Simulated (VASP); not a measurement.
Input:

```
CELL_PARAMETERS angstrom
      7.14656     0.00000     0.00000
      0.00000     7.14656     0.00000
      0.00000     0.00000     7.14656
ATOMIC_POSITIONS crystal
  C  0.50000 0.00000 0.00000
  C  0.62500 0.12500 0.12500
  C  0.75000 0.25000 0.00000
  C  0.87500 0.37500 0.12500
  C  0.75000 0.00000 0.25000
  C  0.87500 0.12500 0.37500
  C  0.00000 0.00000 0.00000
  C  0.12500 0.12500 0.12500
  C  0.25000 0.25000 0.00000
  C  0.37792 0.38136 0.12643
  C  0.50000 0.50000 0.00000
  C  0.62216 0.62562 0.13149
  C  0.75000 0.75000 0.00000
  C  0.87500 0.87500 0.12500
  C  0.25000 0.00000 0.25000
  C  0.37227 0.11994 0.38166
  C  0.49311 0.25553 0.24796
  C  0.63099 0.37361 0.37456
  C  0.74926 0.50572 0.25200
  C  0.87135 0.62747 0.37401
  C  0.50000 0.00000 0.50000
  C  0.62951 0.12693 0.63197
  C  0.75038 0.24643 0.49339
  C  0.87767 0.37215 0.62879
  C  0.75000 0.00000 0.75000
  C  0.87500 0.12500 0.87500
  C  0.00000 0.50000 0.00000
  C  0.12500 0.62500 0.12500
  C  0.25000 0.75000 0.00000
  C  0.37500 0.87500 0.12500
  C  0.00000 0.25000 0.25000
  C  0.12125 0.37912 0.37263
  C  0.24337 0.50652 0.25628
  C  0.38028 0.62782 0.37044
  C  0.50427 0.74842 0.25296
  C  0.62205 0.86934 0.37734
  C  0.00000 0.00000 0.50000
  C  0.12500 0.12500 0.62500
  C  0.24954 0.24481 0.50059
  C  0.37053 0.37374 0.62714
  C  0.61866 0.62441 0.61959
  C  0.75234 0.74523 0.50370
  C  0.87500 0.87500 0.62500
  C  0.25000 0.00000 0.75000
  C  0.37500 0.12500 0.87500
  C  0.50191 0.24640 0.75389
  C  0.61898 0.37874 0.87410
  C  0.75656 0.50381 0.74771
  C  0.87500 0.62500 0.87500
  C  0.00000 0.75000 0.25000
  C  0.12500 0.87500 0.37500
  C  0.00000 0.50000 0.50000
  C  0.13073 0.61865 0.62588
  C  0.25610 0.74468 0.49990
  C  0.37822 0.88047 0.61810
  C  0.00000 0.25000 0.75000
  C  0.12500 0.37500 0.87500
  C  0.24743 0.50185 0.74599
  C  0.37523 0.62668 0.87109
  C  0.49859 0.75340 0.74782
  C  0.62500 0.87500 0.87500
  C  0.00000 0.75000 0.75000
  C  0.12500 0.87500 0.87500
  N  0.49418 0.50123 0.50318
```

Level of theory: PBE GGA, VASP's PBE PAW potentials (set 64) (plane waves; VASP). Numerical set-up: PREC = Normal, LREAL = Auto, ISYM = 0, EDIFF = 1E-5, 400 eV cut-off, 1×1×1 Γ-centred mesh, Gaussian smearing of 0.050 eV, potentials C N. Starting moments (MAGMOM): 64*0.0156. The cell's moment is fixed (NUPDOWN = 1).

At this cut-off the stress carries a Pulay error, which pulls relaxed volumes low. The supercell is sampled at Γ alone, which is coarse: total energies, pressure and levels can be off, energies of defects by several tenths of an eV.

Question: The ions are relaxed. Predict the relaxed structure.

Answer: 
```
CELL_PARAMETERS angstrom
      7.14656     0.00000     0.00000
      0.00000     7.14656     0.00000
      0.00000     0.00000     7.14656
ATOMIC_POSITIONS crystal
  C  0.50051 0.99917 0.99924
  C  0.62560 0.12227 0.12229
  C  0.75071 0.24940 0.99857
  C  0.87777 0.37456 0.12234
  C  0.75069 0.99855 0.24940
  C  0.87773 0.12238 0.37447
  C  0.99999 0.99992 0.00006
  C  0.12599 0.12484 0.12492
  C  0.25059 0.25067 0.00046
  C  0.37657 0.37504 0.12625
  C  0.49990 0.50008 0.00099
  C  0.62492 0.62346 0.12622
  C  0.74931 0.74941 0.00043
  C  0.87514 0.87391 0.12496
  C  0.25054 0.00039 0.25071
  C  0.37650 0.12618 0.37505
  C  0.50359 0.24758 0.24762
  C  0.64465 0.35537 0.35532
  C  0.75238 0.49651 0.24769
  C  0.87383 0.62356 0.37518
  C  0.49984 0.00103 0.50016
  C  0.62490 0.12627 0.62351
  C  0.75238 0.24771 0.49646
  C  0.87384 0.37515 0.62352
  C  0.74930 0.00049 0.74950
  C  0.87517 0.12491 0.87403
  C  0.00094 0.49962 0.99927
  C  0.12571 0.62491 0.12634
  C  0.24972 0.75034 0.00159
  C  0.37516 0.87443 0.12626
  C  0.00149 0.24942 0.24938
  C  0.12543 0.37527 0.37526
  C  0.25155 0.49923 0.25274
  C  0.37222 0.62790 0.38144
  C  0.50082 0.74859 0.25272
  C  0.62482 0.87469 0.37530
  C  0.00083 0.99933 0.49957
  C  0.12563 0.12632 0.62490
  C  0.25149 0.25268 0.49920
  C  0.37220 0.38139 0.62787
  C  0.61877 0.62795 0.62794
  C  0.74743 0.74869 0.49932
  C  0.87383 0.87458 0.62494
  C  0.24965 0.00157 0.75040
  C  0.37515 0.12620 0.87449
  C  0.50081 0.25270 0.74862
  C  0.62486 0.37525 0.87468
  C  0.74745 0.49929 0.74865
  C  0.87388 0.62495 0.87449
  C  0.99966 0.74946 0.25079
  C  0.12444 0.87562 0.37546
  C  0.99906 0.50019 0.50019
  C  0.12301 0.62604 0.62603
  C  0.24735 0.75272 0.50143
  C  0.37405 0.87706 0.62598
  C  0.99967 0.25078 0.74948
  C  0.12452 0.37545 0.87560
  C  0.24738 0.50144 0.75264
  C  0.37408 0.62595 0.87700
  C  0.49865 0.75270 0.75265
  C  0.62462 0.87558 0.87560
  C  0.99850 0.75044 0.75041
  C  0.12458 0.87542 0.87549
  N  0.48308 0.51713 0.51709
``` The cell ends with 1.00 μB, on the first 30 sites 0.01 0.02 0.00 0.02 0.00 0.02 0.00 0.00 0.00 0.01 0.00 0.01 0.00 0.00 0.00 0.01 -0.01 0.35 -0.01 0.01 0.00 0.01 -0.01 0.01 0.00 0.00 0.01 0.00 0.00 0.00 μB.

Question: How much energy does the relaxation gain?

Answer: The energy (σ→0) changes by -35.2 meV/atom, in 21 ionic steps.

```csv
step,E(σ→0) (eV),max force (eV/Å),pressure (GPa),volume (Å³)
1,-569.8388,3.579,-0.37,365.00
2,-566.4448,6.987,2.87,365.00
3,-571.4389,1.284,-0.92,365.00
4,-571.5138,1.123,-0.75,365.00
5,-571.5806,0.486,-0.87,365.00
6,-571.6276,0.905,-0.76,365.00
7,-571.6289,0.819,-0.79,365.00
8,-571.7010,1.563,-0.72,365.00
9,-571.8403,1.696,-0.43,365.00
10,-571.8594,1.494,-0.39,365.00
11,-571.8769,1.056,-0.29,365.00
12,-571.9068,0.985,-0.32,365.00
13,-571.9778,0.790,-0.36,365.00
14,-572.0346,0.470,-0.39,365.00
15,-572.0535,0.379,-0.38,365.00
16,-572.0790,0.204,-0.30,365.00
17,-572.0844,0.122,-0.30,365.00
18,-572.0876,0.146,-0.30,365.00
19,-572.0897,0.068,-0.30,365.00
20,-572.0904,0.052,-0.30,365.00
21,-572.0909,0.022,-0.29,365.00
```

The cell is a supercell with a defect, built from C (diamond): N_C.
